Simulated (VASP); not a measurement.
Output of a VASP run:

**OUTCAR**
```
 ion  position               nearest neighbor table
   1  0.750  0.750  0.000-   4 2.79   4 2.79   3 2.83   3 2.83   3 2.83   3 2.83
   2  0.500  0.000  0.500-   3 2.79   3 2.79   4 2.83   4 2.83   4 2.83   4 2.83
   3  0.166  0.166  0.000-   2 2.79   2 2.79   1 2.83   1 2.83   1 2.83   1 2.83   4 3.64   4 3.64
                             4 3.64   4 3.64
   4  0.916  0.416  0.500-   1 2.79   1 2.79   2 2.83   2 2.83   2 2.83   2 2.83   3 3.64   3 3.64
                             3 3.64   3 3.64
  LATTYP: Found a body centered tetragonal cell.
 ALAT       =     3.7066880000
 C/A-ratio  =     3.3855080330
 Subroutine PRICEL returns:
 Original cell was already a primitive cell.
 Subroutine GETGRP returns: Found  8 space group operations
The static configuration has the point symmetry C_2v.
 The point group associated with its full space group is C_4v.
The dynamic configuration has the point symmetry C_2v.
 Subroutine INISYM returns: Found  8 space group operations
 Subroutine IBZKPT returns following result:
 Found     59 irreducible k-points:

 Following reciprocal coordinates:
            Coordinates               Weight
  0.000000  0.000000  0.000000      1.000000
  0.125000  0.000000 -0.000000      8.000000
  0.250000  0.000000 -0.000000      8.000000
  0.375000  0.000000 -0.000000      8.000000
  0.500000  0.000000 -0.000000      4.000000
  0.125000  0.125000 -0.000000      8.000000
  0.250000  0.125000 -0.000000     16.000000
  0.375000  0.125000 -0.000000     16.000000
  0.500000  0.125000 -0.000000     16.000000
 -0.375000  0.125000  0.000000     16.000000
 -0.250000  0.125000  0.000000     16.000000
 -0.125000  0.125000  0.000000      4.000000
  0.250000  0.250000 -0.000000      8.000000
  0.375000  0.250000  0.000000     16.000000
  0.500000  0.250000 -0.000000     16.000000
 -0.375000  0.250000  0.000000     16.000000
 -0.250000  0.250000  0.000000      4.000000
  0.375000  0.375000 -0.000000      8.000000
  0.500000  0.375000 -0.000000     16.000000
 -0.375000  0.375000  0.000000      4.000000
  0.500000  0.500000 -0.000000      2.000000
  0.125000  0.125000  0.125000      8.000000
  0.250000  0.125000  0.125000     16.000000
  0.375000  0.125000  0.125000      8.000000
 -0.125000  0.125000  0.125000      4.000000
  0.250000  0.250000  0.125000      8.000000
  0.375000  0.250000  0.125000     16.000000
  0.500000  0.250000  0.125000      8.000000
 -0.250000  0.250000  0.125000      8.000000
 -0.125000  0.250000  0.125000      8.000000
  0.375000  0.375000  0.125000      4.000000
 -0.375000  0.375000  0.125000      8.000000
 -0.250000  0.375000  0.125000     16.000000
 -0.125000  0.375000  0.125000      8.000000
  0.500000  0.500000  0.125000      4.000000
 -0.375000  0.500000  0.125000     16.000000
 -0.250000  0.500000  0.125000     16.000000
 -0.125000  0.500000  0.125000      8.000000
 -0.375000 -0.375000  0.125000      8.000000
 -0.250000 -0.375000  0.125000     16.000000
   k-points           NKPTS =     59   k-points in BZ     NKDIM =     59   number of bands    NBANDS=     46
   number of dos      NEDOS =    301   number of ions     NIONS =      4
   total plane-waves  NPLWV = 110592
   dimension x,y,z NGX =    48 NGY =   48 NGZ =   48
   dimension x,y,z NGXF=    96 NGYF=   96 NGZF=   96
   ions per type =               2   2
   PREC   = accura    normal or accurate (medium, high low for compatibility)
   ISTART =      0    job   : 0-new  1-cont  2-samecut
   ICHARG =      2    charge: 1-file 2-atom 10-const
   ISPIN  =      1    spin polarized calculation?
   LNONCOLLINEAR =      F non collinear calculations
   LSORBIT =      F    spin-orbit coupling
   INIWAV =      1    electr: 0-lowe 1-rand  2-diag
   ENCUT  =  400.0 eV  29.40 Ry    5.42 a.u.  11.09 11.09 11.09*2*pi/ulx,y,z
   NELM   =    100;   NELMIN=  2; NELMDL= -5     # of ELM steps
   EDIFF  = 0.1E-05   stopping-criterion for ELM
   LREAL  =      F    real-space projection
   NLSPLINE    = F    spline interpolate recip. space projectors
...
```

OSZICAR:
```
       N       E                     dE             d eps       ncg     rms          rms(c)
DAV:   1     0.310501233851E+03    0.31050E+03   -0.15246E+04  5484   0.650E+02
DAV:   2    -0.482617536269E+01   -0.31533E+03   -0.30028E+03  6466   0.254E+02
DAV:   3    -0.264828043240E+02   -0.21657E+02   -0.21132E+02  8896   0.534E+01
DAV:   4    -0.280538607017E+02   -0.15711E+01   -0.15435E+01  8264   0.115E+01
DAV:   5    -0.280720473061E+02   -0.18187E-01   -0.18183E-01  7690   0.143E+00    0.106E+01
DAV:   6    -0.272582425159E+02    0.81380E+00   -0.89215E-01  8056   0.658E+00    0.457E+00
DAV:   7    -0.272183012306E+02    0.39941E-01   -0.17700E-01  6742   0.155E+00    0.233E+00
DAV:   8    -0.272092486515E+02    0.90526E-02   -0.32141E-02  9104   0.670E-01    0.364E-01
DAV:   9    -0.272090987760E+02    0.14988E-03   -0.22599E-03  6198   0.189E-01    0.191E-01
DAV:  10    -0.272092232055E+02   -0.12443E-03   -0.60679E-04  8296   0.137E-01    0.396E-02
DAV:  11    -0.272092043117E+02    0.18894E-04   -0.53936E-05  8110   0.464E-02    0.255E-02
DAV:  12    -0.272092028424E+02    0.14693E-05   -0.42431E-06  6582   0.879E-03    0.319E-03
DAV:  13    -0.272092035471E+02   -0.70468E-06   -0.25039E-07  3676   0.232E-03
   1 F= -.27209204E+02 E0= -.27206458E+02  d E =-.549024E-02
```

**OUTCAR**
```
------------------------ aborting loop because EDIFF is reached ----------------------------------------
  FORCE on cell =-STRESS in cart. coord.  units (eV):
  Direction    XX          YY          ZZ          XY          YZ          ZX
  --------------------------------------------------------------------------------------
  Total        0.2896130      0.2896130      1.2974233      0.0000000      0.0000000      0.0000000
  in kB        5.3824088      5.3824088     24.1123942      0.0000000      0.0000000      0.0000000
  external PRESSURE =      11.6257373 kB  Pullay stress =       0.0000000 kB
  volume of cell :       86.21
      direct lattice vectors                 reciprocal lattice vectors
    -1.853344000  1.853344000  6.274511000     0.000000000  0.269782620  0.079687485
     1.853344000 -1.853344000  6.274511000     0.269782620  0.000000000  0.079687485
     1.853344000  1.853344000 -6.274511000     0.269782620  0.269782620  0.000000000
 POSITION                                       TOTAL-FORCE (eV/Angst)
 -----------------------------------------------------------------------------------
      0.00000      0.00000      9.41177         0.000000      0.000000     -0.309340
      0.00000      1.85334      0.00000        -0.000000     -0.000000     -0.309340
      0.00000      0.00000      2.08314        -0.000000     -0.000000      0.309340
      0.00000      1.85334      5.22039        -0.000000     -0.000000      0.309340
 -----------------------------------------------------------------------------------
    total drift:                               -0.000000     -0.000000      0.000106
  FREE ENERGIE OF THE ION-ELECTRON SYSTEM (eV)
  ---------------------------------------------------
  free  energy   TOTEN  =       -27.2092035471 eV

  energy  without entropy=      -27.2037133092  energy(sigma->0) =      -27.20645843
```
(Selected blocks of OUTCAR.)

### POSCAR
```
NbTe
1
   -1.8533440000     1.8533440000     6.2745110000
    1.8533440000    -1.8533440000     6.2745110000
    1.8533440000     1.8533440000    -6.2745110000
Nb Te
2 2
Direct
  0.7500000000   0.7500000000   0.0000000000
  0.5000000000   0.0000000000   0.5000000000
  0.1660000000   0.1660000000   0.0000000000
  0.9160000000   0.4160000000   0.5000000000
```

Reconstruct the remaining input files.

One answer among several that fit: the input of the run itself, PBE GGA, plane waves, VASP's PBE PAW potentials (set 64).

### INCAR
```
# general
SYSTEM   =  NbTe
PREC     =  Accurate
ENCUT    =  400
LREAL    =  .FALSE.
LASPH    =  .TRUE.
NBANDS   =  46

# electronic loop
EDIFF    =  1E-6
NELM     =  100
ALGO     =  Normal
LMAXMIX  =  4

# smearing
ISMEAR   =  0
SIGMA    =  0.05

# functional
GGA      =  PE

# ions
ISIF     =  2

# output
LWAVE    =  .FALSE.
LCHARG   =  .FALSE.
```

KPOINTS:
```
Automatic mesh
0
Gamma
  8 8 8
```

POTCAR, in this order: Nb_sv Te (PBE.64 set). Program: vasp_std.

The structure was generated: NbTe was put into the NbAs type (I4_1md), which need not be its known phase. The cell was not relaxed at this level. The run is one of a series of settings (NBANDS = 46 against the base run), some of them coarse on purpose.
